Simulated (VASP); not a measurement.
Crystal: Cu.

```
Cu
1.0
     0.00000    1.79096    1.79096
     1.79096    0.00000    1.79096
     1.79096    1.79096    0.00000
Cu
1
Direct
  0.00000 0.00000 0.00000
```

```yaml
Program: VASP 6.6.1
Task: relaxation of cell and atoms
Functional: PBE
Potentials_or_basis: VASP PAW PBE potentials, release 64 (Cu)
Cutoff: 600 eV
k_mesh: 20 × 20 × 20
Occupations: gaussian, width 0.1 eV
Spin: no spin polarisation
```

At the start: pressure 6.8 GPa; volume 11.49 Å³/atom.

Where does the relaxation end?

Over 3 steps the energy falls by 10.5 meV/atom and the volume is 12.01 Å³/atom (+4.5 %); space group Fm-3m (No. 225, to 0.05 Å).

The path:
| step | energy change (eV) | largest force (eV/Å) | pressure (GPa) | volume (Å³) |
| --- | --- | --- | --- | --- |
| 1 | 0.0000 | 0.0000 | 6.79 | 11.49 |
| 2 | -0.0072 | 0.0000 | -3.26 | 12.32 |
| 3 | -0.0105 | 0.0000 | 0.02 | 12.01 |

Final structure:
```
CELL_PARAMETERS angstrom
0.00000 1.81750 1.81750
1.81750 0.00000 1.81750
1.81750 1.81750 0.00000
ATOMIC_POSITIONS crystal
Cu 0.00000 0.00000 0.00000
```
